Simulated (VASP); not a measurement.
Here is the system:

```xyz
2
Lattice="0.0000 3.0600 3.0600 3.0600 0.0000 3.0600 3.0600 3.0600 0.0000" Properties=species:S:1:pos:R:3 pbc="T T T"
Pb     0.0000     0.0000     0.0000
Se     3.0600     3.0600     3.0600
```

Computed with PBE GGA, VASP's PBE PAW potentials (set 64) (plane waves; VASP). Numerical set-up: 300 eV cut-off, 6×6×6 Γ-centred mesh, Fermi-Dirac smearing of 0.010 eV, potentials Pb_d Se.

At this cut-off the stress carries a Pulay error, which pulls relaxed volumes low.

Give the stress tensor in GPa (positive for a compressed cell).

```
2.07  0.00  0.00
0.00  2.07  0.00
0.00  0.00  2.07
```
The pressure is its mean diagonal, 2.07 GPa.

The structure is a typed PbSe crystal (Fm-3m). The cell was not relaxed at this level.
